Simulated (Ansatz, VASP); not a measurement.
# Cross-check of Ag4BrCl3 between VASP and Ansatz, part 2 of 2

One calculation is typed for both programs; each brings its own data sets. How far apart do they land? The cell is generated by rule, not measured, and may not be a known phase. The cell is taken from a series of runs on this material, whose earlier steps may have relaxed, scaled, displaced or heated it; both programs get it as it stands.

VASP 6.6.1 and Ansatz 0.2.0.

So far: Starting point; Ansatz: relaxation of cell and atoms, PBEsol.

### 3. VASP: relaxation of cell and atoms, PBEsol

Level of this step: PBEsol; plane waves and PAW (Ag, Br, Cl); invented cell (VASP).

The same cell, functional and mesh now go to VASP, with its own data sets.

Lines of VASP's logs that name or quote its potential files are left out, and so is its time.

The input, INCAR:

```
SYSTEM = Ag4BrCl3
PREC = Accurate
ENCUT = 500
EDIFF = 1E-07
NELM = 120
ISMEAR = 0
SIGMA = 0.01
LREAL = .FALSE.
ALGO = Normal
GGA = PS
NBANDS = 44
LASPH = .TRUE.
LORBIT = 11
LWAVE = .FALSE.
LCHARG = .FALSE.
ISIF = 3
IBRION = 2
NSW = 80
EDIFFG = -0.005
GGA_COMPAT = .FALSE.
NELMIN = 4
EFERMI = MIDGAP
KPAR = 2
```

The input, POSCAR:

```
Ag4BrCl3
1.0
    2.7618910000      2.7618910000      0.0000000000
   -2.7618910000      2.7618910000      0.0000000000
    0.0000000000      0.0000000000     10.9624810000
Ag Br Cl
4 1 3
Direct
    0.0000000000      0.0000000000      0.0061117552
    0.5000000000      0.5000000000      0.2499999772
    0.0000000000      0.0000000000      0.4938881992
    0.5000000000      0.5000000000      0.7500000228
    0.0000000000      0.0000000000      0.7500000228
    0.5000000000      0.5000000000      0.0051622438
    0.0000000000      0.0000000000      0.2499999772
    0.5000000000      0.5000000000      0.4948378018
```

The input, KPOINTS:

```
Automatic mesh
0
Gamma
8 8 4
0 0 0
```

The projector-augmented-wave data sets are Ag, Br and Cl (PBE family, release 64).

Command:

```bash
$ mpirun -np 2 vasp_std
```

Numbers of over 12 decimals in the logs are rounded to 6 here.

What it wrote:

```text
[banner, memory and clock lines left out]
running    2 mpi-ranks, on    1 nodes
 distrk:  each k-point on    1 cores,    2 groups
 distr:  one band on    1 cores,    1 groups

 POSCAR found type information on POSCAR AgBrCl
 POSCAR found :  3 types and       8 ions
|                                                                             |
|               ----> ADVICE to this user running VASP <----                  |
|                                                                             |
|     You enforced a specific xc type in the INCAR file but a different       |
|     [... a line on the potential file left out ...]
|     I HOPE YOU KNOW WHAT YOU ARE DOING!                                     |
|                                                                             |

 LDA part: xc-table for (Slater+PW92), standard interpolation
 POSCAR, INCAR and KPOINTS ok, starting setup
 FFT: planning ... GRIDC
 FFT: planning ... GRID_SOFT
 FFT: planning ... GRID
 WAVECAR not read
 entering main loop
       N       E                     dE             d eps       ncg     rms          rms(c)
DAV:   1     0.498004707101E+03    0.49800E+03   -0.34118E+04  3960   0.147E+03
DAV:   2     0.976662804745E+01   -0.48824E+03   -0.47228E+03  4392   0.321E+02
DAV:   3    -0.239445325768E+02   -0.33711E+02   -0.33461E+02  4628   0.820E+01
DAV:   4    -0.244781048188E+02   -0.53357E+00   -0.53243E+00  4456   0.118E+01
DAV:   5    -0.244865111955E+02   -0.84064E-02   -0.84037E-02  4540   0.150E+00    0.147E+01
DAV:   6    -0.238576977495E+02    0.62881E+00   -0.19944E+00  4572   0.106E+01    0.951E+00
DAV:   7    -0.238671547742E+02   -0.94570E-02   -0.67458E-01  4416   0.368E+00    0.249E+00
DAV:   8    -0.238524644572E+02    0.14690E-01   -0.58559E-02  4480   0.166E+00    0.630E-01
DAV:   9    -0.238527154617E+02   -0.25100E-03   -0.17042E-02  4320   0.708E-01    0.138E-01
DAV:  10    -0.238526637707E+02    0.51691E-04   -0.41401E-04  4516   0.130E-01    0.683E-02
DAV:  11    -0.238526892905E+02   -0.25520E-04   -0.14504E-04  4888   0.685E-02    0.256E-02
DAV:  12    -0.238526947057E+02   -0.54152E-05   -0.23437E-05  4364   0.287E-02    0.162E-02
DAV:  13    -0.238526941262E+02    0.57948E-06   -0.42998E-06  4364   0.102E-02    0.383E-03
DAV:  14    -0.238526938439E+02    0.28229E-06   -0.40390E-07  3848   0.332E-03    0.930E-04
DAV:  15    -0.238526938055E+02    0.38471E-07   -0.31539E-08  2356   0.131E-03
   1 F= -.23852694E+02 E0= -.23852694E+02  d E =-.238527E+02
 curvature:   0.00 expect dE= 0.000E+00 dE for cont linesearch  0.000E+00
 trial: gam= 0.00000 g(F)=  0.342E-05 g(S)=  0.591E-04 ort = 0.000E+00 (trialstep = 0.100E+01)
 search vector abs. value=  0.625E-04
 bond charge predicted
       N       E                     dE             d eps       ncg     rms          rms(c)
DAV:   1    -0.238533849824E+02   -0.69114E-03   -0.14774E-02  4132   0.751E-01    0.174E-01
DAV:   2    -0.238527714502E+02    0.61353E-03   -0.19479E-03  4128   0.315E-01    0.555E-02
DAV:   3    -0.238527298239E+02    0.41626E-04   -0.15057E-04  4244   0.603E-02    0.420E-02
DAV:   4    -0.238527281081E+02    0.17159E-05   -0.27386E-05  4272   0.362E-02    0.102E-02
DAV:   5    -0.238527271811E+02    0.92698E-06   -0.77280E-06  4244   0.213E-02    0.765E-03
DAV:   6    -0.238527275949E+02   -0.41379E-06   -0.87779E-07  4140   0.395E-03    0.403E-03
DAV:   7    -0.238527277424E+02   -0.14756E-06   -0.78714E-07  3652   0.725E-03    0.978E-04
DAV:   8    -0.238527278128E+02   -0.70346E-07   -0.11951E-07  2180   0.162E-03
   2 F= -.23852728E+02 E0= -.23852728E+02  d E =-.340073E-04
 trial-energy change:   -0.000034  1 .order   -0.000034   -0.000063   -0.000005
 step:   1.0949(harm=  1.0949)  dis= 0.00025  next Energy=   -23.852728 (dE=-0.342E-04)
 reached required accuracy - stopping structural energy minimisation
```

Parts of OUTCAR (step 3):

```text
ion  position               nearest neighbor table
   1  0.000  0.000  0.006-   7 2.67   6 2.76   6 2.76   6 2.76   6 2.76   5 2.81
   2  0.500  0.500  0.250-   6 2.68   8 2.68   7 2.76   7 2.76   7 2.76   7 2.76
   3  0.000  0.000  0.494-   7 2.67   8 2.76   8 2.76   8 2.76   8 2.76   5 2.81
   4  0.500  0.500  0.750-   5 2.76   5 2.76   5 2.76   5 2.76   8 2.80   6 2.80
   5  0.000  0.000  0.750-   4 2.76   4 2.76   4 2.76   4 2.76   1 2.81   3 2.81
   6  0.500  0.500  0.005-   2 2.68   1 2.76   1 2.76   1 2.76   1 2.76   4 2.80
   7  0.000  0.000  0.250-   1 2.67   3 2.67   2 2.76   2 2.76   2 2.76   2 2.76
   8  0.500  0.500  0.495-   2 2.68   3 2.76   3 2.76   3 2.76   3 2.76   4 2.80

  LATTYP: Found a simple tetragonal cell.
 ALAT       =     3.9059037100
 C/A-ratio  =     2.8066439457

 Subroutine GETGRP returns: Found 16 space group operations
 (whereof  8 operations were pure point group operations)

The static configuration has the point symmetry C_4v.
 The point group associated with its full space group is D_4h.

 Found     45 irreducible k-points:

   k-points           NKPTS =     45   k-points in BZ     NKDIM =     45   number of bands    NBANDS=     44

   dimension x,y,z NGX =    28 NGY =   28 NGZ =   80
   dimension x,y,z NGXF=    56 NGYF=   56 NGZF=  160

   ENCUT  =  500.0 eV  36.75 Ry    6.06 a.u.   7.12  7.12 19.99*2*pi/ulx,y,z

   NELECT =      72.0000    total number of electrons

 k-points in reciprocal lattice and weights: Automatic mesh
   0.00000000  0.00000000  0.00000000       0.004
   0.12500000  0.00000000  0.00000000       0.016
   0.25000000  0.00000000  0.00000000       0.016
   0.37500000  0.00000000  0.00000000       0.016
   0.50000000  0.00000000  0.00000000       0.008
   0.12500000  0.12500000  0.00000000       0.016
   0.25000000  0.12500000  0.00000000       0.031
   0.37500000  0.12500000  0.00000000       0.031
   0.50000000  0.12500000  0.00000000       0.016
[...]
0.50000000  0.37500000  0.50000000       0.016
   0.50000000  0.50000000  0.50000000       0.004

 average (electrostatic) potential at core
       1 -72.7585       2 -72.6683       3 -72.7585       4 -72.9947       5 -61.5492
       6 -91.3277       7 -91.3667       8 -91.3277

 E-fermi :   4.7312

 k-point     1 :       0.0000    0.0000    0.0000
  band No.  band energies     occupation
    ...
     32       2.3305      2.00000
     33       2.3933      2.00000
     34       2.3933      2.00000
     35       2.7228      2.00000
     36       2.7355      2.00000
     37       4.9420      0.00000
     38       6.1870      0.00000
     39       7.5913      0.00000
     40       7.8574      0.00000
     41      11.2924      0.00000
    ...

 k-point     2 :       0.1250    0.0000    0.0000
  band No.  band energies     occupation
    ...
     32       2.5397      2.00000
     33       2.6020      2.00000
     34       2.6963      2.00000
     35       3.1768      2.00000
     36       3.2036      2.00000
     37       5.5154      0.00000
     38       6.5942      0.00000
     39       7.7961      0.00000
     40       8.0276      0.00000
     41      11.0385      0.00000
    ...

 k-point     3 :       0.2500    0.0000    0.0000
  band No.  band energies     occupation
    ...
     32       3.2555      2.00000
     33       3.3020      2.00000
     34       3.4616      2.00000
     35       3.7611      2.00000
     36       3.7693      2.00000
     37       6.6923      0.00000
     38       7.5521      0.00000
     39       8.1822      0.00000
     40       8.3064      0.00000
     41      10.4006      0.00000
    ...

  Total        0.0171816      0.0171816     -0.0198087      0.0000000     -0.0000000      0.0000000
  in kB        0.1647520      0.1647520     -0.1899431      0.0000000     -0.0000000      0.0000000
  external PRESSURE =       0.0465203 kB  Pullay stress =       0.0000000 kB

  energy-cutoff  :      500.00
  volume of cell :      167.09
      direct lattice vectors                 reciprocal lattice vectors
     2.761303415  2.761303415  0.000000000     0.181073908  0.181073908 -0.000000000
    -2.761303415  2.761303415  0.000000000    -0.181073908  0.181073908  0.000000000
     0.000000000  0.000000000 10.956827616     0.000000000  0.000000000  0.091267293

 POSITION                                       TOTAL-FORCE (eV/Angst)
 -----------------------------------------------------------------------------------
     -2.76130      2.76130      0.06714         0.000000      0.000000      0.002953
      0.00000      2.76130      2.73921         0.000000      0.000000      0.000000
     -2.76130      2.76130      5.41127        -0.000000     -0.000000     -0.002953
      0.00000      2.76130      8.21762         0.000000      0.000000      0.000000
     -2.76130      2.76130      8.21762        -0.000000     -0.000000      0.000000
      0.00000      2.76130      0.05679         0.000000      0.000000      0.003248
     -2.76130      2.76130      2.73921        -0.000000     -0.000000     -0.000000
      0.00000      2.76130      5.42163        -0.000000     -0.000000     -0.003248
 -----------------------------------------------------------------------------------
    total drift:                               -0.000000      0.000000      0.000941

  FREE ENERGIE OF THE ION-ELECTRON SYSTEM (eV)
  ---------------------------------------------------
  free  energy   TOTEN  =       -23.8527278128 eV

  energy  without entropy=      -23.8527278128  energy(sigma->0) =      -23.85272781

 reached required accuracy - stopping structural energy minimisation

 total charge
# of ion       s       p       d       tot
------------------------------------------
    1        0.218   0.159   9.354   9.732
    2        0.215   0.159   9.358   9.732
    3        0.218   0.159   9.354   9.732
    4        0.244   0.180   9.344   9.768
    5        1.608   3.179   0.040   4.827
    6        1.595   3.439   0.000   5.034
    7        1.594   3.442   0.000   5.036
    8        1.595   3.439   0.000   5.034
--------------------------------------------------
tot          7.287  14.157  37.451  58.895

[... 3 further parts left out ...]
```

The run keeps the 16 symmetry operations of its start, so it cannot find a distortion of lower symmetry.

### 4. Comparison

Known differences besides the potentials themselves: fixed occupations in Ansatz, narrow Gaussian smearing in VASP; the data sets hold 104 valence electrons in Ansatz (on its default PAW (the set named soft_2) files) and 72 in VASP; the cutoff is 420 eV in Ansatz and 500 eV in VASP; Ansatz makes its cores anew for this functional, VASP keeps those of its PBE data sets; Ansatz adds a Pulay correction to the stress that steers its cell, VASP none. Total energies have different zeros and are not compared.

Both answers:

| quantity | Ansatz | VASP | difference |
| --- | --- | --- | --- |
| volume (Å³) | 167.34 | 167.09 | +0.15 % |
| edge a after relaxation, in the typed setting (Å) | 3.908 | 3.905 | +0.08 % |
| edge c after relaxation, in the typed setting (Å) | 10.956 | 10.957 | -0.01 % |

### 5. Results

* difference in volume (relaxation of cell and atoms, PBEsol): 0.15 %

The difference in volume is 0.15 % (relaxation of cell and atoms, PBEsol), within the 1.2 % picked in this series as the mark of a large difference, as far as the stopping tolerances let one tell. The data sets hold unlike numbers of valence electrons (104 in Ansatz and 72 in VASP), so part of the differences comes from the potentials. 1 further run of this series is not shown here. How closely two codes agree says nothing of how well the functional describes the real material.

[Lines on the potential files, build, host, timing and source positions are cut from VASP's logs without a mark.]

[Logs are printed without paths, hosts, clocks, repeated set-up lines and the standing remarks that a program may print on its own settings, such as how far it seeks lower states.]

[Hosts, paths, dates, database ids (printed as entryN), source tags and the programs' standing remarks are cut or masked in the printed files.]
